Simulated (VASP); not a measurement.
Method: PW91 GGA, VASP's PBE PAW potentials (set 64) (plane waves; VASP 6.6.1).

VASP ran on this input.

**INCAR**
```
SIGMA  =  0.1   ! width (eV)
EDIFF  =  1E-7   ! SCF stop (eV)
LCHARG  =  .FALSE.
ISPIN  =  2   ! spin-polarised
SYSTEM  =  Ni
LMAXMIX  =  4
LREAL  =  .FALSE.
NELM  =  100   ! most electronic steps
GGA  =  91   ! PW91
ALGO  =  Normal   ! blocked Davidson
ISIF  =  2   ! forces and stress, cell fixed
LWAVE  =  .FALSE.
ISMEAR  =  1   ! Methfessel-Paxton
MAGMOM  =  0.6
ENCUT  =  520   ! plane-wave cut-off (eV)
PREC  =  Accurate
LASPH  =  .TRUE.
LORBIT  =  10
```

### POSCAR
```
Ni
1.7410910
  0.0000000000   0.9999998296   0.9999998296
  0.9999998296   0.0000000000   0.9999998296
  0.9999998296   0.9999998296   0.0000000000
Ni
1
Cartesian
  0.0000000000   0.0000000000   0.0000000000
```

KPOINTS:
```
Automatic mesh
0
Gamma
18 18 18
0 0 0
```

POTCAR, in this order: Ni (PBE.64 set). Program: vasp_std.

The resulting files:

OSZICAR:
```
       N       E                     dE             d eps       ncg     rms          rms(c)
DAV:   1     0.230622320021E+02    0.23062E+02   -0.48936E+03  7148   0.145E+03
DAV:   2    -0.600879022577E+01   -0.29071E+02   -0.27996E+02  7075   0.167E+02
DAV:   3    -0.644877867255E+01   -0.43999E+00   -0.43929E+00  8207   0.273E+01
DAV:   4    -0.645270820264E+01   -0.39295E-02   -0.39290E-02  8013   0.229E+00
DAV:   5    -0.645280596995E+01   -0.97767E-04   -0.97765E-04  8188   0.310E-01    0.101E+01
DAV:   6    -0.576644756646E+01    0.68636E+00   -0.15682E+01  7377   0.649E+01    0.560E+00
DAV:   7    -0.547880005139E+01    0.28765E+00   -0.25119E+00  7414   0.246E+01    0.199E+00
DAV:   8    -0.546179318621E+01    0.17007E-01   -0.23086E-02 10063   0.180E+00    0.921E-01
DAV:   9    -0.545967299230E+01    0.21202E-02   -0.14515E-03 10322   0.373E-01    0.249E-01
DAV:  10    -0.545918407694E+01    0.48892E-03   -0.51601E-04  9676   0.184E-01    0.340E-02
DAV:  11    -0.545918709275E+01   -0.30158E-05   -0.12037E-05  9097   0.414E-02    0.329E-02
DAV:  12    -0.545918833845E+01   -0.12457E-05   -0.12751E-06  8913   0.134E-02    0.561E-03
DAV:  13    -0.545918859855E+01   -0.26009E-06   -0.26740E-07  6101   0.509E-03    0.169E-03
DAV:  14    -0.545918858757E+01    0.10973E-07   -0.73038E-09  3629   0.114E-03
   1 F= -.54591886E+01 E0= -.54592981E+01  d E =0.328544E-03  mag=     0.6062
```

**OUTCAR**
```
------------------------ aborting loop because EDIFF is reached ----------------------------------------
  FORCE on cell =-STRESS in cart. coord.  units (eV):
  Direction    XX          YY          ZZ          XY          YZ          ZX
  --------------------------------------------------------------------------------------
  Total        0.4406558      0.4406558      0.4406558      0.0000000      0.0000000     -0.0000000
  in kB       66.8830174     66.8830174     66.8830174      0.0000000      0.0000000     -0.0000000
  external PRESSURE =      66.8830174 kB  Pullay stress =       0.0000000 kB
  volume of cell :       10.56
      direct lattice vectors                 reciprocal lattice vectors
     0.000000000  1.741090703  1.741090703    -0.287176308  0.287176308  0.287176308
     1.741090703  0.000000000  1.741090703     0.287176308 -0.287176308  0.287176308
     1.741090703  1.741090703  0.000000000     0.287176308  0.287176308 -0.287176308
 POSITION                                       TOTAL-FORCE (eV/Angst)
 -----------------------------------------------------------------------------------
      0.00000      0.00000      0.00000        -0.000000     -0.000000     -0.000000
 -----------------------------------------------------------------------------------
    total drift:                                0.000000      0.000000      0.000000
  FREE ENERGIE OF THE ION-ELECTRON SYSTEM (eV)
  ---------------------------------------------------
  free  energy   TOTEN  =        -5.4591885876 eV

  energy  without entropy=       -5.4595171319  energy(sigma->0) =       -5.45929810

 total charge

# of ion       s       p       d       tot
------------------------------------------
    1        0.511   0.522   8.342   9.376

 magnetization (x)

# of ion       s       p       d       tot
------------------------------------------
    1       -0.006  -0.022   0.641   0.613
```
(Selected blocks of OUTCAR.)

The compound is Ni in the fcc structure. This cell is one point of a volume scan, at 0.97 of the reference volume.
